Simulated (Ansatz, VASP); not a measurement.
# GaN: VASP beside Ansatz, part 2 of 2

Wanted: the spread between two codes on one cell, functional and k mesh. The cell is taken from a series of runs on this material, whose earlier steps may have relaxed, scaled, displaced or heated it; both programs get it as it stands.

VASP 6.6.1 and Ansatz 0.2.0.

So far: Starting point; VASP: G0W0 gap, LDA.

### Step 3. Ansatz: G0W0 gap, LDA

Level of this step: Ansatz beside VASP: Kohn-Sham DFT, plane waves, LDA (Ansatz).

Ansatz runs on its default PAW (the set named soft_2) files.

The same cell, functional (in two slightly different forms) and mesh now go to Ansatz, which takes its cutoff from its data sets.

Input file input.yaml:

```yaml
crystal:
  lattice:
    - [0.0, 2.2309656039, 2.2754381393]
    - [2.2309656039, 0.0, 2.2754381393]
    - [2.2309656039, 2.2309656039, 0.0]
  atoms:
    - { symbol: Ga, position: [0.0, 0.0, 0.0] }
    - { symbol: "N", position: [0.25, 0.25, 0.25] }
kpoints:
  mp_grid: { grid: [8, 8, 8] }
hamiltonian:
  xc: lda
scf:
  occupations: { method: fixed }
gw:
  n_empty_bands: 104
  ecut_chi: 160.0
  qp_bands: [v3, c1]
  screening: { model: contour_deformation }
```

Command:

```console
$ ansatz run input.yaml --threads 14 --pin off --max-ram 73728MiB --backend cpu --events-out ev --progress --plain --runs-dir out
```

Numbers of over 12 decimals in the logs are rounded to 6 here.

What it wrote:

```text
Engine: ansatz 0.2.0, aarch64-unknown-linux-gnu
Pseudopotentials: kind: paw
Pseudopotential: Ga, paw, valence charge 13, recommended cutoff 420 eV (normal), Ga.paw.azcp
Pseudopotential: N, paw, valence charge 5, recommended cutoff 420 eV (normal), N.paw.azcp
Functional definition: SPW92
  exchange = slater_x
  correlation = pw_c
Crystal: 2 atoms, lattice volume = 22.651 Å³
Basis set: ecut = 420 eV, 443 PW (Γ)
Bands: 13, of which v1, the nominal top of the filled ones, is band 9 counted from 1 (8 counted from 0)
Symmetry: 8 space group operations
Space group: I-4m2 (ITA 119), of the structure as read, at distance tolerance 2.8e-5 Å
k-points: 59 of 512 (time reversal used)
Non-local potential: Ga, projectors of the file, l = 0: 2, l = 1: 2, l = 2: 3, l = 3: 1
Non-local potential: N, projectors of the file, l = 0: 2, l = 1: 2, l = 2: 1
PAW form: soft (Blöchl's): semilocal exchange-correlation on the pseudo side does not see the compensation charge
PAW frozen core: Ga, regenerated for the run's functional, and the local potential with it (the file was generated under x = pbe(κ = 0.804, μ = 0.219515), c = pbe(β = 0.066725))
PAW frozen core: N, regenerated for the run's functional, and the local potential with it (the file was generated under x = pbe(κ = 0.804, μ = 0.219515), c = pbe(β = 0.066725))
PAW one-centre angular grid: Ga, 590 points (default); XC on 64 Gauss nodes
PAW one-centre angular grid: N, 110 points (default); XC on 64 Gauss nodes
Initial density: superposition of atomic densities (neutral atoms: chi_scale 0, normalization atom), corrected by the library's trained network
Initial wavefunctions: pseudopotential atomic-orbital guess
Functional: x = slater, c = lda
SCF iter   1: F=—  HF=-4082.083509 eV  |F-HF|=—  |Δ(HF+E_count)|=         —  Δρ=1.31e-2  dr2=3.73e-2  ethr=1.77e-3  ⟨swp⟩=4.4  Hψ=3530  notcnv=0  defer=95
preconditioner: auto → none  [insulator: Δε(μ)=1.660 eV  Ē_g=18.706 eV  n_scr=8 (ndim 8)  ℏωp=33.1 eV  f_vac=0.000  ε∞_Penn≈4.1]
SCF iter   2: F=—  HF=-4082.074630 eV  |F-HF|=—  |Δ(HF+E_count)|=   8.88e-3  Δρ=6.58e-3  dr2=6.90e-3  ethr=2.07e-4  ⟨swp⟩=2.4  Hψ=1561  notcnv=0  defer=117
SCF iter   3: F=—  HF=-4082.072540 eV  |F-HF|=—  |Δ(HF+E_count)|=   2.09e-3  Δρ=1.70e-3  dr2=2.65e-4  ethr=3.83e-5  ⟨swp⟩=2.0  Hψ=1054  notcnv=0  defer=117
SCF iter   4: F=—  HF=-4082.072437 eV  |F-HF|=—  |Δ(HF+E_count)|=   1.03e-4  Δρ=5.90e-4  dr2=2.50e-5  ethr=1.47e-6  ⟨swp⟩=2.9  Hψ=1378  notcnv=0  defer=116
SCF iter   5: F=—  HF=-4082.072422 eV  |F-HF|=—  |Δ(HF+E_count)|=   1.54e-5  Δρ=3.52e-5  dr2=1.42e-7  ethr=1.39e-7  ⟨swp⟩=2.1  Hψ=1253  notcnv=0
SCF iter   6: F=-4082.072422 eV  HF=-4082.072422 eV  |F-HF|=3.24e-9  |Δ(HF+E_count)|=   1.67e-9  Δρ=7.92e-6  dr2=7.17e-9  ethr=5.56e-10  ⟨swp⟩=4.1  Hψ=2798  notcnv=0
SCF 1 converged in 6 iterations: F = -4082.072422 eV  dr2 = 7.17e-9
  greatest PAW one-centre occupation: 0.996 electrons in one spin orbital (limit 2), on the Ga atom at site 0 (counted from 0), in its partial waves of l = 2
NSCF: frozen V_eff on 59 k-points
G₀W₀ screening: q 1/59
[... further progress lines ...]
NSCF: frozen V_eff on 1 k-points
NSCF: frozen V_eff on 1 k-points
SCF converged after 6 iterations
Free energy (F): -4082.072422 eV
Harris-Foulkes:  -4082.072422 eV  (|F-HF|=3.24e-9)
Internal energy: -4082.072422 eV  (E = F + TS)
E sigma→0 (E₀):  -4082.072422 eV
Fermi energy:    9.472922 eV
--- Per-component energies (eV) ---
  E_band       = -10.591843
  E_kinetic    = 246.925885
  E_local      = -1944.972422  (includes V_loc(G=0)·N_el)
  E_nonlocal   = 477.526653
  E_hartree    = 892.495558
  E_xc         = -127.838028
  E_vxc        = -134.203613  (∫ρ·V_xc dr)
  E_paw        = -2035.000556  (= ΣΔE_a)
  E_vpaw       = -440.859062  (= ΣTr[D̂ρ^β])
  E_aug_tail   = 0.000053  (compensation charges beyond the density's cutoff)
  E_ewald      = -1593.018089
  E_core_change = 1.808524  (= ΣΔE_core)
  E_smearing   = -0.000000  (= −TS)
  E_closure    = 0.000000  (closes the sum)
  Σ components = -4082.072422   (vs F -4082.072422, Δ=0.00e0)
--- Band table (eV; the first three rows and the last of 59) ---
  k-point 0: bands = [... 5 lower, -3.8322, 9.3754, 9.4729, 9.4729, 11.2383, 19.6070, 19.6070, 19.6609]
  k-point 1: bands = [... 5 lower, -3.8348, 7.9178, 9.2352, 9.3137, 12.3568, 18.9052, 19.8679, 19.8699]
  k-point 2: bands = [... 5 lower, -3.7623, 5.5520, 8.8505, 8.9616, 13.5105, 18.0974, 20.0295, 20.1663]
  k-point 58: bands = [... 5 lower, -2.0303, 3.0400, 6.7751, 6.7751, 12.7934, 16.1885, 20.8285, 23.3604]
--- G₀W₀: contour deformation, 7 samples at zero and on the imaginary axis and 3 off it, 512 q-points, 104 empty bands' worth ---
[...]
32     9      8.3444   -22.7573     3.0810   -19.0829  0.7667     7.7459     7.7511  root
    32    10     14.6882   -10.6036    -4.7682   -16.2618  0.7849    15.5912    15.5782  root
    33     7      5.2038   -23.4017     3.9902   -18.6527  0.7379     4.4364     4.4449  root
    33     8      7.2734   -21.8590     3.2875   -17.9154  0.7607     6.6093     6.6173  root
    33     9      8.3369   -22.8622     3.0772   -19.1925  0.7668     7.7393     7.7444  root
    33    10     14.6751   -10.6059    -4.7550   -16.2489  0.7851    15.5759    15.5631  root
    34     7      3.9692   -22.9187     4.3416   -17.8484  0.7219     3.2321     3.2405  root
    34     8      6.2910   -21.0699     3.4560   -16.9224  0.7539     5.5894     5.5995  root
    34     9      6.9850   -21.5080     3.3475   -17.4870  0.7590     6.3029     6.3115  root
    34    10     14.3995    -9.2462    -4.4235   -14.3646  0.8046    15.1011    15.0944  root
    35     7      3.4801   -21.3159     4.2533   -16.4115  0.7182     2.8240     2.8291  root
    35     8      5.4792   -20.8608     3.7081   -16.4242  0.7431     4.7366     4.7508  root
    35     9      6.7115   -21.2281     3.3791   -17.1640  0.7576     6.0176     6.0267  root
    35    10     15.0971    -9.4595    -4.5302   -14.7264  0.8004    15.8420    15.8338  root
    36     7      3.5501   -21.3907     4.2456   -16.4790  0.7189     2.8793     2.8840  root
    36     8      5.3776   -20.8936     3.7681   -16.3971  0.7400     4.6340     4.6494  root
    36     9      7.1397   -21.5977     3.2902   -17.6423  0.7610     6.4666     6.4745  root
    36    10     15.8718    -9.3502    -4.7145   -14.8456  0.7953    16.6629    16.6526  root
    37     7      3.7281   -22.0864     4.3510   -17.0042  0.7206     2.9885     2.9970  root
    37     8      6.5699   -21.6553     3.4482   -17.5229  0.7548     5.8759     5.8858  root
    37     9      7.8570   -22.3508     3.1665   -18.5619  0.7648     7.2285     7.2346  root
    37    10     15.4860   -10.1276    -4.9688   -16.0170  0.7869    16.4216    16.4065  root
    38     7      3.9886   -22.9462     4.3376   -17.8778  0.7227     3.2495     3.2579  root
    38     8      6.3565   -21.1339     3.4751   -16.9687  0.7534     5.6562     5.6663  root
[...]
57     7      3.2460   -21.9752     4.3820   -16.9187  0.7195     2.5628     2.5716  root
    57     8      6.2107   -20.2477     3.3806   -16.1865  0.7539     5.5203     5.5301  root
    57     9      6.2646   -21.3369     3.5800   -17.0413  0.7524     5.5383     5.5491  root
    57    10     14.0492    -9.5229    -4.2184   -14.3805  0.8092    14.6937    14.6885  root
    58     7      3.0400   -22.4128     4.5197   -17.1891  0.7158     2.3289     2.3361  root
    58     8      6.7751   -21.2212     3.4160   -17.1336  0.7568     6.0951     6.1035  root
    58     9      6.7751   -21.2212     3.4160   -17.1336  0.7568     6.0951     6.1035  root
    58    10     12.7934    -8.9635    -4.0186   -13.5216  0.8218    13.3360    13.3328  root
```

### Step 4. Differences

Known differences besides the potentials themselves: the two LDA forms differ slightly; fixed occupations in Ansatz, narrow Gaussian smearing in VASP; the cutoff is 420 eV in Ansatz and 450 eV in VASP; VASP's log shows a relativistic correction to its local exchange, Ansatz's none; Ansatz integrates over frequency by contour deformation, VASP on a grid of NOMEGA points. Total energies have different zeros and are not compared.

The two programs side by side:

```
                   quantity  Ansatz  VASP  difference
  G0W0 gap on the mesh (eV)    2.94  2.97       -0.04
Kohn-Sham gap under it (eV)    1.77  1.78       -0.02
```

### Step 5. Summary of results

```json
{
  "difference in G0W0 gap on the mesh (G0W0 gap, LDA)": "-0.037 eV"
}
```

In words: The difference in G0W0 gap on the mesh is -0.037 eV (G0W0 gap, LDA). Such differences can come from data sets, numerical settings and the points named under the comparisons, not from the functional's error against experiment.

[Lines on the potential files, build, host, timing and source positions are cut from VASP's logs without a mark.]

[Logs are printed without paths, hosts, clocks, repeated set-up lines and the standing remarks that a program may print on its own settings, such as how far it seeks lower states.]

[Hosts, paths, dates, database ids (printed as entryN), source tags and the programs' standing remarks are cut or masked in the printed files.]
